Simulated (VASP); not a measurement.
Consider the following.

```
CELL_PARAMETERS angstrom
      0.00000     2.11693     2.11693
      2.11693     0.00000     2.11693
      2.11693     2.11693     0.00000
ATOMIC_POSITIONS crystal
  Au 0.00000 0.00000 0.00000
```

Calculation: PBE GGA, VASP's PBE PAW potentials (set 64) (plane waves; VASP 6.6.1). Run with 300 eV cut-off, 18×18×18 Γ-centred mesh, Gaussian smearing of 0.10 eV, potentials Au.

At this cut-off the stress carries a Pulay error, which pulls relaxed volumes low. Unless said otherwise, spin-orbit coupling is left out, though it shifts the bands of the heavy elements here.

Question: Estimate the energy per atom (σ→0), pressure, band gap (on the k-mesh) with the smallest direct gap where there is one.

Answer: 
```json
{
 "band gap (on the k-mesh)": "none (metal, semimetal or under 0.01 eV)",
 "energy per atom (σ→0)": "-3.206 eV/atom",
 "pressure": "-7.30 GPa"
}
```

Only differences to runs with the same potentials and settings are physical.

The structure comes from a computed database's Au entry; how it stands against other phases isn't given here. The cell was not relaxed at this level.
